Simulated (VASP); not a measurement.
Data:

```
Al2Au
1.0
    0.00000     2.84752     2.84752
    2.84752     0.00000     2.84752
    2.84752     2.84752     0.00000
Al Au
2 1
Direct
  0.25000   0.25000   0.25000
  0.75000   0.75000   0.75000
  0.00000   0.00000   0.00000
```

These are PBE GGA, VASP's PBE PAW potentials (set 64) (plane waves; VASP) values and carry that method's errors. Settings: 500 eV cut-off, 9×9×9 Γ-centred mesh, first-order Methfessel-Paxton smearing of 0.10 eV, potentials Al Au.

Energy and stress use the plane-wave basis of the starting cell.

Task: The ions, cell shape and volume at an external pressure of 45.0 GPa are relaxed. Predict the relaxed structure.

Result: 
```
Al2Au
1.0
    0.00000     2.79342     2.79342
    2.79342     0.00000     2.79342
    2.79342     2.79342     0.00000
Al Au
2 1
Direct
  0.25000   0.25000   0.25000
  0.75000   0.75000   0.75000
  0.00000   0.00000   0.00000
```
Space group Fm-3m (225), at a tolerance of 0.03 Å.

Task: How do energy and volume change from the first to the last step?

Result: The energy (σ→0) changes by +199.2 meV/atom and the volume by -5.6 %, in 4 ionic steps.

| step | E(σ→0) (eV) | max force (eV/Å) | pressure (GPa) | volume (Å³) |
|---|---|---|---|---|
| 1 | -11.2785 | 0.000 | 30.00 | 46.18 |
| 2 | -7.8186 | 0.000 | 105.59 | 37.20 |
| 3 | -10.7184 | 0.000 | 43.97 | 43.73 |
| 4 | -10.6811 | 0.000 | 44.86 | 43.60 |

The compound is AuAl2 in the fluorite structure. This run relaxes it under an external pressure of 45 GPa. Symmetry was kept, so distortions that lower it aren't found. The electron count is odd and the run is not spin-polarised, which forces a metal.
